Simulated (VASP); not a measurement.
Set up this calculation in VASP 6.6.1, as the native input.

```yaml
Task: single point
Functional: PBE
Potentials_or_basis: VASP PAW PBE potentials, release 64 (F, Cl, Rb_sv)
Cutoff: 520 eV
k_mesh: 8 × 8 × 8
Occupations: fermi-dirac, width 0.02 eV
Spin: no spin polarisation
Dipole_correction: no
Further_INCAR_settings: ALGO = Fast; EDIFF = 1e-06; NBANDS = 24
```

The structure of Rb2ClF lies in POSCAR:

```
Rb2ClF
1.0
    2.2349570234      1.2903530391      6.8181818018
   -2.2349570234      1.2903530391      6.8181818018
    0.0000000000     -2.5807060782      6.8181818018
F Cl Rb
1 1 2
Direct
    1.0000000000      0.0000000000      0.0000000000
    0.5000000000      0.5000000000      0.5000000000
    0.2639464170      0.2639464170      0.2639464170
    0.7360535830      0.7360535830      0.7360535830
```

The cell was built by a generator and needn't be a form met in nature.

The cell isn't the ideal one: epitaxial_xy strain +4.1%.

The input as run:

INCAR

```
SYSTEM = Rb2ClF
ALGO     = Fast           ! electronic algorithm
EDIFF    = 1E-6           ! SCF threshold, eV
ENCUT    = 520            ! plane-wave cutoff, eV
GGA      = PE             ! functional
ISIF     = 2              ! what is computed and relaxed
ISMEAR   = -1             ! smearing method
LASPH    = .TRUE.         ! aspherical terms in the spheres
LCHARG   = .FALSE.        ! write CHGCAR
LREAL    = .FALSE.        ! projectors in reciprocal space
LWAVE    = .FALSE.        ! write WAVECAR
NBANDS   = 24             ! bands
NELM     = 60             ! most SCF steps
PREC     = Accurate       ! precision mode
SIGMA    = 0.02           ! smearing width, eV
```

KPOINTS

```
k-points
0
G
  8 8 8
  0 0 0
```

Potentials or basis: VASP PAW PBE potentials, release 64 (F, Cl, Rb_sv).

Launch:

```bash
$ cat potpaw_PBE.64/F/POTCAR potpaw_PBE.64/Cl/POTCAR potpaw_PBE.64/Rb_sv/POTCAR > POTCAR
$ mpirun -np 1 vasp_std > vasp.out
```

Results of the run:

* Pressure: 0.2 GPa
* Largest force: 0.091 eV/Å
* Band gap on the k mesh: 4.94 eV, direct

Run time: 7.5 min on 1 thread of Intel(R) Xeon(R) 6975P-C (Granite Rapids), with other jobs on the host, peak memory 0.5 GiB.
